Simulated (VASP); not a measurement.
Method: r2SCAN meta-GGA, VASP's PBE PAW potentials (set 64) (plane waves; VASP).

VASP ran on this input.

INCAR:
```
ALGO = Normal
EDIFF = 1E-7
ENCUT = 400
ISIF = 2
ISMEAR = -5
ISPIN = 2
LASPH = .TRUE.
LCHARG = .FALSE.
LMAXMIX = 4
LMIXTAU = .TRUE.
LORBIT = 11
LREAL = .FALSE.
LWAVE = .FALSE.
MAGMOM = 0.8
METAGGA = R2SCAN
NEDOS = 601
NELM = 100
PREC = Accurate
SYSTEM = Ni
```

File KPOINTS:
```
Automatic mesh
0
Gamma
20 20 20
0 0 0
```

File KPOINTS_OPT:
```
k-points along high-symmetry lines
10
Line-mode
Reciprocal
  0.000000   0.000000   0.000000 ! GAMMA
  0.500000   0.000000   0.500000 ! X

  0.500000   0.000000   0.500000 ! X
  0.625000   0.250000   0.625000 ! U

  0.375000   0.375000   0.750000 ! K
  0.000000   0.000000   0.000000 ! GAMMA

  0.000000   0.000000   0.000000 ! GAMMA
  0.500000   0.500000   0.500000 ! L

  0.500000   0.500000   0.500000 ! L
  0.500000   0.250000   0.750000 ! W

  0.500000   0.250000   0.750000 ! W
  0.500000   0.000000   0.500000 ! X
```

**POSCAR**
```
Ni
1.0
  0.0000000000   1.7381331323   1.7381331323
  1.7381331323   0.0000000000   1.7381331323
  1.7381331323   1.7381331323   0.0000000000
Ni
1
Direct
  1.0000000000   1.0000000000   0.0000000000
```

POTCAR, in this order: Ni (PBE.64 set). Program: vasp_std.

Task: Estimate the energy per atom (σ→0), cell moment, band gap (over mesh and band path).

Result: 
- energy per atom (σ→0): -11.942 eV/atom
- cell moment: 0.71 μB
- band gap (over mesh and band path): none (metal, semimetal or under 0.01 eV)

OSZICAR:
```
...
DAV:  13    -0.119422353843E+02   -0.18446E-04   -0.23969E-05 11699   0.612E-02    0.140E-02
DAV:  14    -0.119422452161E+02   -0.98317E-05   -0.56261E-06 11238   0.236E-02    0.188E-03
DAV:  15    -0.119422467903E+02   -0.15742E-05   -0.62287E-07  9439   0.714E-03    0.147E-03
DAV:  16    -0.119422464428E+02    0.34751E-06   -0.12233E-07  5044   0.417E-03    0.857E-04
DAV:  17    -0.119422465710E+02   -0.12821E-06   -0.46510E-08  4783   0.232E-03    0.131E-04
DAV:  18    -0.119422466196E+02   -0.48634E-07   -0.18645E-09  4720   0.576E-04
   1 F= -.11942247E+02 E0= -.11942247E+02  d E =0.000000E+00  mag=     0.7130
       N       E                     dE             ncg
```

The compound is Ni in the fcc structure. It was relaxed first.
